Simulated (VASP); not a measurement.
**LiCl: energy against volume**

LiCl (rock salt, Fm-3m, 16.975 Å³/atom and stress up to 0.09 GPa in the relaxed cell, cube axes along x, y and z) under an equal strain ε along all three axes. PBE in VASP (plane waves, PAW), 600 eV, 10×10×10 Γ-centred mesh, Gaussian smearing 0.05 eV; ions are relaxed, or left where forces stay under 0.02 eV/Å, within the symmetry of each cell.

Here V stands for volume and E for E less E0.

```csv
volume (Å³/atom),E less E0 (meV/atom),pressure (GPa)
15.4923,?,?
15.9764,7.72,2.33
16.2221,4.50,1.71
16.4704,2.16,1.13
16.7212,0.68,0.59
16.9746,0.00,0.09
17.2305,0.09,-0.38
17.4889,0.93,-0.82
17.7500,2.46,-1.22
18.0136,4.66,-1.60
```

Q: Using the third-order Birch-Murnaghan form, a cubic in V^(-2/3), estimate the missing E at V = 15.4923 from the other rows, showing the fit.

A: With u = V^(-2/3) - 0.151, the rows have u = 0.006645, 0.005049, 0.003477, 0.001928, 0.000403, -0.001100, -0.002580, -0.004039, -0.005477. Least squares gives E = -0.048 + 53.2·u + 167268·u² + 102513·u³. Residuals (row less fit): -0.001, 0.002, -0.003, 0.003, -0.001, -0.006, 0.004, 0.001, -0.001; standard error 0.004 (degrees of freedom: 5). Its minimum lies at u = -0.000159, so V0 = (0.150841)^(-3/2) = 17.07. There d²E/du² = 334400 and d³E/du³ = 615100, so B0 = (4/9) × 17.07^(-7/3) × 334400 × 0.160218 = 31.7 GPa (the last factor turns the table's units into GPa), and B0' = 4 + (2/3) × 0.150841 × (615100)/334400 = 4.2. B0' rests on the cubic coefficient alone and has a standard error of 0.1 from these residuals. At the withheld row, u = 0.009912, so E = -0.048 + 53.2 × 0.009912 + 167268 × 0.009912² + 102513 × 0.009912³ = 17.013 meV/atom. The calculation gives 17.05 meV/atom, 0.037 meV/atom above the prediction (0.2 % of the range of E in the table). The row lies outside the fitted rows, so this is an extrapolation. The scatter of the fitted rows lies at the last printed digit.

Other structures, which can take over under pressure, weren't tried. The same form fitted to the pressure column gives B0' = 4.3; series where the two differ by over 0.4 aren't shown. Rows are the converged runs of the series near zero and its far end, less any whose ions stayed unrelaxed beside relaxed ones; series whose fitted rows scatter by over a few per cent of the range, as at a crossing or softening among them, aren't shown in this form.
